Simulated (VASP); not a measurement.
OSZICAR of a VASP run on Ru (space group P6_3/mmc):

File OSZICAR:
```
       N       E                     dE             d eps       ncg     rms          rms(c)
DAV:   1     0.345441139482E+03    0.34544E+03   -0.21532E+04   928   0.982E+02
DAV:   2    -0.303303401619E+02   -0.37577E+03   -0.36699E+03   884   0.372E+02
DAV:   3    -0.446804370737E+02   -0.14350E+02   -0.13864E+02  1050   0.630E+01
DAV:   4    -0.450187107524E+02   -0.33827E+00   -0.33584E+00   922   0.735E+00
DAV:   5    -0.450243010437E+02   -0.55903E-02   -0.55787E-02   920   0.956E-01    0.239E+01
DAV:   6    -0.419834061750E+02    0.30409E+01   -0.10477E+01   846   0.219E+01    0.517E+00
DAV:   7    -0.418386491346E+02    0.14476E+00   -0.79592E-01   958   0.540E+00    0.136E+00
DAV:   8    -0.418305771901E+02    0.80719E-02   -0.15502E-01   976   0.283E+00    0.109E+00
DAV:   9    -0.418169830286E+02    0.13594E-01   -0.39074E-02   947   0.141E+00    0.314E-01
DAV:  10    -0.418160906583E+02    0.89237E-03   -0.33291E-03   966   0.478E-01    0.411E-02
DAV:  11    -0.418161172437E+02   -0.26585E-04   -0.21557E-04   935   0.656E-02    0.158E-02
DAV:  12    -0.418161238421E+02   -0.65984E-05   -0.18320E-05   747   0.142E-02    0.585E-03
DAV:  13    -0.418161246666E+02   -0.82444E-06   -0.20951E-06   439   0.628E-03
   1 F= -.41816125E+02 E0= -.41482763E+02  d E =-.666722E+00
```

Which electronic solver shows in the log?

It is blocked Davidson (ALGO = Normal, or the opening steps of other solvers). The INCAR had ALGO = Normal.

Can the final energy be trusted as converged?

The run converged. It stopped with EDIFF = 1E-6, NELM = 100 (LDA (Ceperley-Alder, Perdew-Zunger), plane waves, VASP's LDA PAW potentials (set 64)).

The structure was generated: Ru was put into an ordered model structure, which need not be its known phase. The cell was not relaxed at this level. The k-mesh is coarse (spacing up to 0.66 per Å, 2π included), so the numbers may not be converged in it. The run is one of a series of settings (ENCUT = 210, SIGMA = 0.5, KPOINTS 4×4×4 Γ-centred mesh against the base run), some of them coarse on purpose. VASP warned that the highest band is occupied, so more bands are needed.
